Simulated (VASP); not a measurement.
MgScAlO4, 7 atoms in the cell. The structure is trigonal, space group R3m (No. 160). Conventional cell: a = 3.269 Å, b = 3.269 Å, c = 25.070 Å, α = 90.00°, β = 90.00°, γ = 120.00°. Mg (site symmetry 3m) is surrounded by 4 O at 1.96 to 2.01 Å. Sc (site symmetry 3m) has 6 O at 2.15 Å as nearest neighbours. Al (site symmetry 3m) has 5 O at 1.86 to 1.89 Å as nearest neighbours. O (site symmetry 3m) has 3 Al at 1.89 Å as nearest neighbours. O (site symmetry 3m) has 1 Al at 1.88 Å and 3 Mg at 1.96 Å as nearest neighbours. O (site symmetry 3m) is surrounded by 1 Mg at 2.01 Å and 3 Sc at 2.15 Å. O (site symmetry 3m) is surrounded by 1 Al at 1.86 Å. The cell comes from a database or a generator and needn't be the stable form of this composition.

```yaml
Program: VASP 6.6.1
Task: relaxation of cell and atoms
Functional: LDA
Potentials_or_basis: VASP PAW LDA potentials, release 64 (Mg, Sc_sv, Al, O)
Cutoff: 560 eV
k_mesh: 6 × 6 × 6
Occupations: fermi-dirac, width 0.05 eV
Spin: no spin polarisation
Further_INCAR_settings: ALGO = Fast; EDIFF = 1e-06; IBRION = 2; EDIFFG = -0.01; NSW = 40; ISIF = 3
```

Potentials or basis: VASP PAW LDA potentials, release 64 (Mg, Sc_sv, Al, O).

Run with:

```bash
$ cat potpaw_LDA.64/Mg/POTCAR potpaw_LDA.64/Sc_sv/POTCAR potpaw_LDA.64/Al/POTCAR potpaw_LDA.64/O/POTCAR > POTCAR
$ mpirun -np 4 vasp_std > vasp.out
```

Hardware: 4 MPI ranks on Intel(R) Xeon(R) Platinum 8488C (Sapphire Rapids), with other jobs on the host.

Question: How long does it take, and how much memory?

Answer: Wall time 14 min on 4 MPI ranks on Intel(R) Xeon(R) Platinum 8488C (Sapphire Rapids) (shared host), peak memory 0.59 GiB a rank. Counts: scf iterations 92, k points 32, ion steps 14.
